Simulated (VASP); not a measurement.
Method: vdW-DF2, VASP's PBE PAW potentials (set 64) (plane waves; VASP 6.6.1).

A VASP calculation is set up with these files.

File POSCAR:
```
Cr
1.0
  2.9354497764   0.0000000000   0.0000000000
  0.0000000000   2.9354497764   0.0000000000
  0.0000000000   0.0000000000   2.9354497764
Cr
2
Cart
  0.0000000000   0.0000000000   0.0000000000
  1.4677248882   1.4677248882   1.4677248882
```

**KPOINTS**
```
Automatic mesh
0
Gamma
13 13 13
0 0 0
```

**INCAR**
```
SYSTEM  =  Cr
PREC  =  Accurate; ENCUT  =  520; LREAL  =  .FALSE.
LASPH  =  .TRUE.
EDIFF  =  1E-7; NELM  =  100; ALGO  =  Normal
LMAXMIX  =  4
ISMEAR  =  1; SIGMA  =  0.1
GGA  =  ML; LUSE_VDW  =  .TRUE.; AGGAC  =  0.0
ZAB_VDW  =  -1.8867
MAGMOM  =  1.0 -1.0
ISPIN  =  2
ISIF  =  2
LWAVE  =  .FALSE.; LCHARG  =  .FALSE.; LORBIT  =  10
```

POTCAR, in this order: Cr_pv (PBE.64 set). Program: vasp_std.

Question: What does the run give for the energy per atom (σ→0), cell moment, pressure, band gap (on the k-mesh)?

Answer: 
```
Quantity                                                     Value
------------------------  ----------------------------------------
energy per atom (σ→0)                               -5654 meV/atom
cell moment                                                0.00 μB
band gap (on the k-mesh)  none (metal, semimetal or under 0.01 eV)
pressure                                                 -4.60 GPa
```

### OSZICAR
```
...
DAV:  11    -0.113072309675E+02   -0.23409E-02   -0.37684E-02  7120   0.111E+00    0.259E-01
DAV:  12    -0.113081122912E+02   -0.88132E-03   -0.25934E-02  7008   0.967E-01    0.828E-02
DAV:  13    -0.113081728952E+02   -0.60604E-04   -0.40721E-04  5696   0.210E-01    0.391E-02
DAV:  14    -0.113081840072E+02   -0.11112E-04   -0.42698E-05  7304   0.643E-02    0.158E-02
DAV:  15    -0.113081904020E+02   -0.63948E-05   -0.14617E-04  7128   0.742E-02    0.453E-03
DAV:  16    -0.113081904065E+02   -0.44411E-08   -0.23804E-06  7040   0.130E-02    0.116E-03
DAV:  17    -0.113081904044E+02    0.20386E-08   -0.86616E-08  3096   0.310E-03
   1 F= -.11308190E+02 E0= -.11308093E+02  d E =-.292327E-03  mag=    -0.0000
```

The compound is Cr in the bcc, AFM order structure. This cell is one point of a volume scan, at 1.03 of the reference volume.
